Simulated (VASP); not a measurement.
Given:

```
CELL_PARAMETERS angstrom
      1.20791    -2.09216     0.00000
      1.20791     2.09216     0.00000
      0.00000     0.00000     6.57344
ATOMIC_POSITIONS crystal
  C  0.00000 0.00000 0.25000
  C  0.00000 0.00000 0.75000
  C  0.33333 0.66667 0.25000
  C  0.66667 0.33333 0.75000
```

Calculation: PBE GGA with D3 dispersion (Becke-Johnson damping), VASP's PBE PAW potentials (set 64) (plane waves; VASP). Settings: 520 eV cut-off, 10×10×4 Γ-centred mesh, Gaussian smearing of 0.050 eV, potentials C.

Task: The ions and cell shape at fixed volume are relaxed. Which structure does the run end with?

Result: 
```
CELL_PARAMETERS angstrom
      1.23019    -2.13075     0.00000
      1.23019     2.13075     0.00000
      0.00000     0.00000     6.33751
ATOMIC_POSITIONS crystal
  C  0.00000 0.00000 0.25000
  C  0.00000 0.00000 0.75000
  C  0.33333 0.66667 0.25000
  C  0.66667 0.33333 0.75000
```
Space group P6_3/mmc (194), at a tolerance of 0.03 Å.

Task: How much energy does the relaxation gain?

Result: The energy (σ→0) changes by -27.6 meV/atom, in 3 ionic steps.

```json
[
 {"step": "1", "E(σ→0) (eV)": "-37.3441", "max force (eV/Å)": "0.000", "pressure (GPa)": "20.66", "volume (Å³)": "33.22"},
 {"step": "2", "E(σ→0) (eV)": "-37.4403", "max force (eV/Å)": "0.000", "pressure (GPa)": "-2.74", "volume (Å³)": "33.22"},
 {"step": "3", "E(σ→0) (eV)": "-37.4545", "max force (eV/Å)": "0.000", "pressure (GPa)": "3.12", "volume (Å³)": "33.22"}
]
```

The compound is C in the graphite structure. This cell is one point of a volume scan, at 0.94 of the reference volume. Symmetry was kept, so distortions that lower it aren't found.
